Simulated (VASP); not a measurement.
These are G0W0 on PBE orbitals, VASP's PBE PAW potentials (set 64) (plane waves; VASP) values and carry that method's errors.

VASP input:

**INCAR**
```
ALGO = EVGW0
ENCUT = 350
ENCUTGW = 160
GGA = PE
ISMEAR = 0
LASPH = T
LCHARG = F
LREAL = F
LSPECTRALGW = T
LWAVE = F
NBANDS = 144
NBANDSGW = 17
NELMGW = 1
NOMEGA = 64
PREC = Normal
SIGMA = 0.01
SYSTEM = Se
```

**KPOINTS**
```
Automatic mesh
0
Gamma
4 4 4
0 0 0
```

POSCAR:
```
Se
1.0
  2.1850000000  -3.7845310000   0.0000000000
  2.1850000000   3.7845310000   0.0000000000
  0.0000000000   0.0000000000   4.9500000000
Se
3
Cartesian
  0.4916250000   0.8515194750   3.3000016500
  3.3867500000   0.0000000000   0.0000000000
  0.4916250000  -0.8515194750   1.6499983500
```

POTCAR, in this order: Se_GW (PBE.64 set). Program: vasp_std. Read from the step before: WAVECAR, WAVEDER.

The resulting files:

**OUTCAR**
```
 ion  position               nearest neighbor table
   1  0.000  0.225  0.667-   2 2.37   3 2.37
   2  0.775  0.775  0.000-   1 2.37   3 2.37
   3  0.225  0.000  0.333-   2 2.37   1 2.37
  LATTYP: Found a hexagonal cell.
 ALAT       =     4.3699999874
 C/A-ratio  =     1.1327231154
 Subroutine PRICEL returns:
 Original cell was already a primitive cell.
 Subroutine GETGRP returns: Found  6 space group operations
The static configuration has the point symmetry C_2 .
 The point group associated with its full space group is D_3 .
The dynamic configuration has the point symmetry C_2 .
 Subroutine INISYM returns: Found  6 space group operations
 Subroutine IBZKPT returns following result:
 Found     13 irreducible k-points:

 Following reciprocal coordinates:
            Coordinates               Weight
  0.000000  0.000000  0.000000      1.000000
  0.250000  0.000000  0.000000      6.000000
  0.500000  0.000000  0.000000      3.000000
  0.250000  0.250000  0.000000      6.000000
  0.000000  0.000000  0.250000      2.000000
  0.250000  0.000000  0.250000      6.000000
...
```

File OSZICAR:
```
energies w=
    0.000    0.000    0.520    0.000    1.038    0.000    1.554    0.000
    2.067    0.000    2.575    0.000    3.078    0.000    3.576    0.000
    4.067    0.000    4.551    0.000    5.029    0.000    5.500    0.000
    5.965    0.000    6.424    0.000    6.876    0.000    7.324    0.000
    7.767    0.000    8.206    0.000    8.641    0.000    9.074    0.000
    9.506    0.000    9.936    0.000   10.367    0.000   10.800    0.000
   11.234    0.000   11.672    0.000   12.115    0.000   12.564    0.000
   13.020    0.000   13.484    0.000   13.960    0.000   14.447    0.000
   14.948    0.000   15.466    0.000   16.002    0.000   16.560    0.000
   17.142    0.000   17.751    0.000   18.393    0.000   19.069    0.000
   19.788    0.000   20.554    0.000   21.374    0.000   22.256    0.000
   23.211    0.000   24.250    0.000   25.388    0.000   26.642    0.000
   28.034    0.000   29.591    0.000   31.347    0.000   33.346    0.000
   35.646    0.000   38.322    0.000   41.477    0.000   45.254    0.000
   49.859    0.000   55.596    0.000   62.937    0.000   72.656    0.000
   86.112    0.000  105.943    0.000  138.014    0.000  198.551    0.000
NQ=   1    0.0000    0.0000    0.0000,
 performed        219000 updates of chi_q(r,r)
NQ=   2    0.2500    0.0000    0.0000,
 performed        658000 updates of chi_q(r,r)
NQ=   3    0.5000    0.0000    0.0000,
 performed        970000 updates of chi_q(r,r)
NQ=   4    0.2500    0.2500    0.0000,
 performed       1321000 updates of chi_q(r,r)
NQ=   5    0.0000    0.0000    0.2500,
 performed       1594000 updates of chi_q(r,r)
NQ=   6    0.2500    0.0000    0.2500,
 performed       2033000 updates of chi_q(r,r)
NQ=   7    0.0000    0.2500    0.2500,
 performed       2472000 updates of chi_q(r,r)
NQ=   8    0.5000    0.0000    0.2500,
 performed       2911000 updates of chi_q(r,r)
NQ=   9    0.2500    0.2500    0.2500,
 performed       3379000 updates of chi_q(r,r)
NQ=  10    0.0000    0.0000    0.5000,
 performed       3598000 updates of chi_q(r,r)
NQ=  11    0.2500    0.0000    0.5000,
 performed       4037000 updates of chi_q(r,r)
NQ=  12    0.5000    0.0000    0.5000,
 performed       4349000 updates of chi_q(r,r)
NQ=  13    0.2500    0.2500    0.5000,
 performed       4700000 updates of chi_q(r,r)
 resolving degeneracies of screened two electron integrals
```

OUTCAR:
```


 k-point   1 :       0.0000    0.0000    0.0000
  band No.  KS-energies  QP-energies   sigma(KS)   V_xc(KS)     V^pw_x(r,r')   Z            occupation Imag(sigma)

      1     -13.1934     -13.1834     -12.5296     -12.5467     -20.5777       0.5899       2.0000       1.3387
      2      -9.0626      -9.2012     -13.3065     -13.0879     -19.3327       0.6341       2.0000       0.8960
      3      -9.0626      -9.2012     -13.3065     -13.0879     -19.3327       0.6341       2.0000       0.8960
      4      -1.1771      -1.5654     -12.7719     -12.2244     -15.0501       0.7093       2.0000       0.1757
      5      -1.1771      -1.5654     -12.7719     -12.2244     -15.0501       0.7093       2.0000       0.1757
      6      -1.0937      -1.5579     -12.0020     -11.3367     -14.5392       0.6977       2.0000       0.2255
      7       0.6090       0.1226     -12.0795     -11.3737     -14.6261       0.6891       2.0000       0.1417
      8       0.6090       0.1226     -12.0795     -11.3737     -14.6261       0.6891       2.0000       0.1417
      9       2.2526       1.7757     -12.6473     -11.9810     -14.6343       0.7159       2.0000       0.0825
     10       4.5583       4.9476     -11.0822     -11.6249      -7.3412       0.7174       0.0000      -0.0897
     11       4.5583       4.9476     -11.0822     -11.6249      -7.3412       0.7174       0.0000      -0.0897
     12       4.8424       5.1973     -10.7227     -11.2157      -6.8942       0.7199       0.0000      -0.0933
     13       8.8117       8.9364      -8.1170      -8.2780      -3.8577       0.7751       0.0000      -0.1406
     14       9.1526       9.1397      -8.2172      -8.2003      -3.8746       0.7715       0.0000      -0.1829
     15       9.1526       9.1397      -8.2172      -8.2003      -3.8746       0.7715       0.0000      -0.1829
     16      11.0486      11.1901      -8.9964      -9.1860      -4.2248       0.7463       0.0000      -0.2471
     17      11.3597      11.3551      -7.9428      -7.9367      -3.0477       0.7546       0.0000      -0.2850

 k-point   2 :       0.2500    0.0000    0.0000
  band No.  KS-energies  QP-energies   sigma(KS)   V_xc(KS)     V^pw_x(r,r')   Z            occupation Imag(sigma)

      1     -12.9765     -12.9840     -12.6778     -12.6652     -20.5762       0.5902       2.0000       1.2679
      2      -9.2732      -9.3930     -13.1651     -12.9759     -19.3393       0.6332       2.0000       0.9459
      3      -9.0427      -9.1756     -13.3296     -13.1201     -19.3444       0.6346       2.0000       0.8832
      4      -2.1789      -2.6272     -11.9113     -11.2692     -14.9817       0.6981       2.0000       0.3566
      5      -1.7040      -2.1156     -12.4482     -11.8628     -15.0471       0.7032       2.0000       0.2385
      6      -0.9296      -1.3613     -12.0970     -11.4748     -14.7522       0.6940       2.0000       0.2382
      7       0.6065       0.1583     -12.2658     -11.6205     -14.5878       0.6946       2.0000       0.1312
      8       1.0062       0.5663     -12.4642     -11.8434     -14.4514       0.7085       2.0000       0.1027
      9       1.8659       1.3960     -12.4714     -11.8130     -14.4567       0.7136       2.0000       0.0893
     10       4.5561       4.8883     -10.7570     -11.2151      -7.1455       0.7252       0.0000      -0.0841
     11       4.6761       5.0124     -10.8417     -11.3084      -7.2134       0.7207       0.0000      -0.0868
     12       5.4745       5.8234     -11.1266     -11.6206      -7.2547       0.7064       0.0000      -0.1142
     13       8.6283       8.6278      -8.1443      -8.1436      -3.8334       0.7629       0.0000      -0.1589
     14       8.9285       8.9652      -8.1561      -8.2037      -3.7752       0.7706       0.0000      -0.1775
     15      10.6206      10.7127      -8.3371      -8.4580      -3.6549       0.7622       0.0000      -0.2555
     16      11.4691      11.6215      -9.1802      -9.3845      -4.2706       0.7460       0.0000      -0.3280
     17      11.7187      11.8116      -8.6248      -8.7490      -3.7005       0.7471       0.0000      -0.3206

 k-point   3 :       0.5000    0.0000    0.0000
  band No.  KS-energies  QP-energies   sigma(KS)   V_xc(KS)     V^pw_x(r,r')   Z            occupation Imag(sigma)

      1     -12.7171     -12.7383     -12.8701     -12.8344     -20.5933       0.5955       2.0000       1.1710
      2      -9.5570      -9.6612     -12.9327     -12.7672     -19.3111       0.6303       2.0000       1.0434
      3      -9.0215      -9.1503     -13.3559     -13.1532     -19.3553       0.6349       2.0000       0.8713
      4      -2.4860      -2.9316     -11.9327     -11.2945     -15.1321       0.6983       2.0000       0.3940
      5      -2.0486      -2.4716     -12.2957     -11.6923     -15.0716       0.7009       2.0000       0.2812
      6      -0.7794      -1.2279     -11.9033     -11.2504     -14.6999       0.6870       2.0000       0.2442
      7      -0.2307      -0.6441     -11.7616     -11.1607     -14.3013       0.6878       2.0000       0.2060
      8       0.8753       0.4285     -12.3202     -11.6898     -14.3014       0.7088       2.0000       0.1056
      9       1.6611       1.2047     -12.4878     -11.8449     -14.4678       0.7098       2.0000       0.0931
     10       4.6053       4.9116     -10.6791     -11.0996      -7.1276       0.7285       0.0000      -0.0822
     11       5.0061       5.3328     -10.8269     -11.2815      -7.1410       0.7186       0.0000      -0.0945
     12       6.7795       7.1368     -12.0823     -12.6019      -7.7158       0.6876       0.0000      -0.2493
     13       7.9503       7.9361      -8.0089      -7.9903      -3.8830       0.7686       0.0000      -0.1262
     14      10.3289      10.4016      -8.5444      -8.6391      -3.8267       0.7676       0.0000      -0.2872
     15      12.3287      12.4766      -9.0409      -9.2393      -3.9828       0.7456       0.0000      -0.3457
     16      12.3737      12.5034      -8.9271      -9.1014      -3.8823       0.7445       0.0000      -0.3208
     17      13.0314      13.2136      -9.2485      -9.4887      -3.9504       0.7584       0.0000      -0.5342

 k-point   4 :       0.2500    0.2500    0.0000
  band No.  KS-energies  QP-energies   sigma(KS)   V_xc(KS)     V^pw_x(r,r')   Z            occupation Imag(sigma)

      1     -12.7212     -12.7423     -12.8641     -12.8286     -20.5909       0.5946       2.0000       1.1743
      2      -9.4175      -9.5289     -13.0468     -12.8703     -19.3245       0.6313       2.0000       0.9917
      3      -9.1694      -9.2934     -13.2343     -13.0380     -19.3387       0.6316       2.0000       0.9145
      4      -2.3524      -2.7969     -11.9966     -11.3602     -15.0786       0.6985       2.0000       0.3592
      5      -2.2280      -2.6645     -12.1036     -11.4781     -15.0610       0.6978       2.0000       0.3284
      6      -0.5715      -0.9894     -12.0876     -11.4861     -14.5819       0.6947       2.0000       0.2060
      7       0.0871      -0.3477     -11.9230     -11.2903     -14.4604       0.6873       2.0000       0.1725
      8       0.4578       0.0415     -12.2606     -11.6704     -14.2745       0.7054       2.0000       0.1219
      9       1.2315       0.7656     -12.0254     -11.3611     -14.2063       0.7013       2.0000       0.1148
     10       5.1796       5.4823     -11.0456     -11.4709      -7.3066       0.7117       0.0000      -0.1042
     11       5.6597       5.9761     -11.3641     -11.8130      -7.4921       0.7047       0.0000      -0.1300
     12       6.1327       6.4827     -11.5092     -12.0128      -7.4561       0.6951       0.0000      -0.1534
     13       8.4846       8.4922      -8.1259      -8.1358      -3.8522       0.7651       0.0000      -0.1488
     14       9.5514       9.6134      -8.5000      -8.5811      -3.8754       0.7646       0.0000      -0.2569
     15      11.4317      11.5506      -8.7613      -8.9199      -3.8917       0.7499       0.0000      -0.3168
     16      11.9825      12.0877      -8.6111      -8.7514      -3.6367       0.7496       0.0000      -0.3246
     17      13.0068      13.1829      -9.2327      -9.4672      -4.0330       0.7513       0.0000      -0.4037

 k-point   5 :       0.0000    0.0000    0.2500
  band No.  KS-energies  QP-energies   sigma(KS)   V_xc(KS)     V^pw_x(r,r')   Z            occupation Imag(sigma)

      1     -12.8970     -12.9065     -12.5953     -12.5793     -20.4880       0.5956       2.0000       1.3249
      2     -10.6907     -10.7659     -12.9710     -12.8523     -19.8224       0.6338       2.0000       1.1324
      3      -7.5277      -7.6943     -13.5909     -13.3461     -18.8831       0.6804       2.0000       0.7968
      4      -1.7924      -2.1879     -12.9155     -12.3560     -15.4034       0.7068       2.0000       0.2114
      5      -0.9435      -1.4004     -12.1637     -11.5095     -14.6247       0.6985       2.0000       0.2043
      6      -0.8394      -1.2449     -12.6599     -12.0838     -14.9466       0.7040       2.0000       0.1646
      7       0.7118       0.2343     -11.9970     -11.3056     -14.4331       0.6907       2.0000       0.1420
      8       1.0872       0.6008     -12.2962     -11.6006     -14.6520       0.6993       2.0000       0.1131
      9       1.8238       1.3476     -12.4008     -11.7313     -14.4791       0.7114       2.0000       0.0931
     10       4.1268       4.4395     -10.4146     -10.8405      -6.8813       0.7343       0.0000      -0.0752
     11       4.1956       4.5373     -11.0093     -11.4835      -7.4803       0.7206       0.0000      -0.0798
     12       4.3751       4.6823     -10.3511     -10.7700      -6.7322       0.7335       0.0000      -0.0801
     13       9.4025       9.4728      -8.4347      -8.5271      -3.9865       0.7622       0.0000      -0.1685
     14       9.8483       9.8751      -8.1367      -8.1718      -3.6505       0.7622       0.0000      -0.1764
     15       9.9777      10.1138      -9.0442      -9.2172      -4.3626       0.7870       0.0000      -0.3415
     16      10.1070      10.3046      -8.7171      -8.9714      -4.0892       0.7769       0.0000      -0.2784
     17      11.1786      11.1804      -8.0904      -8.0927      -3.3593       0.7479       0.0000      -0.2235

 k-point   6 :       0.2500    0.0000    0.2500
  band No.  KS-energies  QP-energies   sigma(KS)   V_xc(KS)     V^pw_x(r,r')   Z            occupation Imag(sigma)

...
```
(Selected blocks of OUTCAR.)

The mesh is coarse and the basis finite, so the quasiparticle values are not converged.

The compound is Se in the trig structure. The cell was not relaxed at this level.
